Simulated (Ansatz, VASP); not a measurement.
# Cross-check of GaN between VASP and Ansatz, part 3 of 3

Wanted: the spread between two codes on one cell, functional and k mesh. The cell is taken from a series of runs on this material, whose earlier steps may have relaxed, scaled, displaced or heated it; both programs get it as it stands.

VASP 6.6.1 and Ansatz 0.2.0.

So far: Ansatz: zone-centre phonons, LDA, pair 1; Comparison; Ansatz: zone-centre phonons, LDA, pair 2; VASP: zone-centre phonons, LDA, pair 2; Differences; Ansatz: zone-centre phonons, LDA, pair 3.

## (9) VASP: zone-centre phonons, LDA, pair 3

Level of this step: LDA; plane waves and PAW (N, Ga_d) (VASP).

The same cell, functional (in two slightly different forms) and mesh now go to VASP, with its own data sets.

The input, INCAR:

```
SYSTEM = GaN
PREC = Accurate
ENCUT = 600
EDIFF = 1E-08
NELM = 120
ISMEAR = 0
SIGMA = 0.01
LREAL = .FALSE.
ALGO = Normal
GGA = CA
NBANDS = 15
LORBIT = 11
LWAVE = .FALSE.
LCHARG = .FALSE.
ISIF = 2
IBRION = 8
LEPSILON = .TRUE.
LASPH = .TRUE.
GGA_COMPAT = .FALSE.
EFERMI = MIDGAP
KPAR = 2
```

The input, POSCAR:

```
GaN
1.0
    0.0000000000      2.1821284824      2.1821284824
    2.1821284824      0.0000000000      2.1821284824
    2.1821284824      2.1821284824      0.0000000000
N Ga
1 1
Direct
    0.2500000000      0.2500000000      0.2500000000
    0.0000000000      0.0000000000      0.0000000000
```

The input, KPOINTS:

```
Automatic mesh
0
Gamma
12 12 12
0 0 0
```

PAW data sets: N and Ga_d (LDA family, release 64).

Started as:

```console
$ mpirun -np 2 vasp_std
```

Numbers of over 12 decimals in the logs are rounded to 6 here.

Output:

```text
[... set-up lines as in an earlier step ...]
 entering main loop
       N       E                     dE             d eps       ncg     rms          rms(c)
DAV:   1     0.822811100054E+02    0.82281E+02   -0.10244E+04  2471   0.237E+03
DAV:   2    -0.103753754611E+02   -0.92656E+02   -0.86485E+02  2454   0.353E+02
DAV:   3    -0.160291851354E+02   -0.56538E+01   -0.56302E+01  2384   0.734E+01
DAV:   4    -0.160907940918E+02   -0.61609E-01   -0.61594E-01  2669   0.797E+00
[...]
DAV:  12    -0.138767306502E+02   -0.13384E-05   -0.11287E-05  2517   0.405E-02    0.672E-03
DAV:  13    -0.138767306452E+02    0.50140E-08   -0.29506E-07  2893   0.110E-02    0.222E-03
DAV:  14    -0.138767306399E+02    0.53315E-08   -0.15983E-08  2244   0.122E-03
   1 F= -.13876731E+02 E0= -.13876731E+02  d E =0.000000E+00
 Linear response reoptimize wavefunctions to high precision
DAV:   1    -0.138767306398E+02    0.13097E-09   -0.20492E-09  2148   0.452E-04
DAV:   2    -0.138767306398E+02   -0.21828E-10   -0.19798E-10  1437   0.140E-04
 Linear response G [H, r] |phi>, progress :
  Direction:   1
[...]
RMM:  11    -0.231061138845E+00   -0.44943E-08   -0.41737E-08 16663   0.104E-04    0.424E-07
 first order change of Fermi-energy  -0.61255E+00
 force on displaced ion       1 direction 1 : -15.992   0.000   0.000
 Born effective charge ion    1 direction 1 :  -2.594   0.000   0.000
 Linear response progress:
  Degree of freedom:   2/  2
       N       E                     dE             d eps       ncg     rms          rms(c)
RMM:   1    -0.163206050095E+00   -0.16321E+00    0.32699E-01 10626   0.960E+00
RMM:   2    -0.160905504383E+00    0.23005E-02   -0.37509E-02 16271   0.176E+00    0.599E-02
RMM:   3    -0.161234837202E+00   -0.32933E-03   -0.25856E-03 16489   0.410E-01    0.361E-02
RMM:   4    -0.160904464042E+00    0.33037E-03   -0.16967E-04 17314   0.112E-01    0.389E-03
[...]
RMM:  11    -0.160907094735E+00   -0.24078E-07    0.46642E-07 18125   0.134E-04    0.532E-07
RMM:  12    -0.160907101360E+00   -0.66248E-08    0.40817E-07 17108   0.976E-05    0.400E-07
RMM:  13    -0.160907102383E+00   -0.10232E-08    0.38859E-07 15467   0.831E-05    0.704E-08
 first order change of Fermi-energy   0.61287E+00
 force on displaced ion       2 direction 1 : -15.971   0.000   0.000
 Born effective charge ion    2 direction 1 :   2.594   0.000   0.000
 Born effective charges drift removed
 Linear response finished
```

OUTCAR, selected parts (step 9):

```text
  Total        2.0274571      2.0274571      2.0274571     -0.0000000     -0.0000000      0.0000000
  in kB      156.3116341    156.3116341    156.3116341     -0.0000000     -0.0000000      0.0000000
  external PRESSURE =     156.3116341 kB  Pullay stress =       0.0000000 kB

 POSITION                                       TOTAL-FORCE (eV/Angst)
 -----------------------------------------------------------------------------------
      1.09106      1.09106      1.09106        -0.000000     -0.000000      0.000000
      0.00000      0.00000      0.00000         0.000000      0.000000     -0.000000
 -----------------------------------------------------------------------------------
    total drift:                               -0.000001     -0.000001     -0.000001

 MACROSCOPIC STATIC DIELECTRIC TENSOR (including local field effects in DFT)
 ------------------------------------------------------
           5.419823    -0.000000     0.000000
           0.000000     5.419823     0.000000
           0.000000    -0.000000     5.419823
 ------------------------------------------------------

 MACROSCOPIC STATIC DIELECTRIC TENSOR IONIC CONTRIBUTION
 ------------------------------------------------------
           3.665873    -0.000000    -0.000000
          -0.000000     3.665873     0.000000
          -0.000000     0.000000     3.665873
 ------------------------------------------------------

[... 1 part as in an earlier step ...]

[... 1 further part left out ...]
```

## (10) Comparison

The two programs side by side:

| quantity | Ansatz | VASP | difference |
| --- | --- | --- | --- |
| ε∞ xx | 5.47 | 5.42 | +0.94 % |
| ε∞ yy | 5.47 | 5.42 | +0.94 % |
| ε∞ zz | 5.47 | 5.42 | +0.94 % |
| Born charge of N1 (mean of the diagonal) (e) | -2.60 | -2.59 | -0.01 |
| Born charge of Ga2 (mean of the diagonal) (e) | 2.60 | 2.59 | +0.01 |
| optical mode 1 to 3 (cm⁻¹) | 605.5 | 610.7 | -0.84 % |

Modes are paired by rising frequency, not by their patterns, so a pair may set unlike modes beside each other; they are those without the splitting of longitudinal modes.

## (11) Summary of results

```yaml
r_m_s_difference_of_the_optical_zone_centre_modes_each_program_s_sorted_by_frequency_zone_centre_phonons_lda_pair_1: 4.8 cm⁻¹
difference_in_eps_infinity_xx_zone_centre_phonons_lda_pair_1: +1.0 %
r_m_s_difference_of_the_optical_zone_centre_modes_each_program_s_sorted_by_frequency_zone_centre_phonons_lda_pair_2: 4.9 cm⁻¹
difference_in_eps_infinity_xx_zone_centre_phonons_lda_pair_2: +1.0 %
r_m_s_difference_of_the_optical_zone_centre_modes_each_program_s_sorted_by_frequency_zone_centre_phonons_lda_pair_3: 5.1 cm⁻¹
difference_in_eps_infinity_xx_zone_centre_phonons_lda_pair_3: +0.9 %
```

The r.m.s. difference of the optical zone-centre modes, each program's sorted by frequency is 4.8 cm⁻¹ (zone-centre phonons, LDA, pair 1). Among the rows given in per cent, the largest difference of the zone-centre phonons, LDA, pair 1 pair is in ε∞ xx, +1.0 %. Among the rows given in per cent, the largest difference of the zone-centre phonons, LDA, pair 2 pair is in ε∞ xx, +1.0 %. Among the rows given in per cent, the largest difference of the zone-centre phonons, LDA, pair 3 pair is in ε∞ xx, +0.9 %. How closely two codes agree says nothing of how well the functional describes the real material.

[Lines on the potential files, build, host, timing and source positions are cut from VASP's logs without a mark.]

[Logs are printed without paths, hosts, clocks, repeated set-up lines and the standing remarks that a program may print on its own settings, such as how far it seeks lower states.]

[Hosts, paths, dates, database ids (printed as entryN), source tags and the programs' standing remarks are cut or masked in the printed files.]
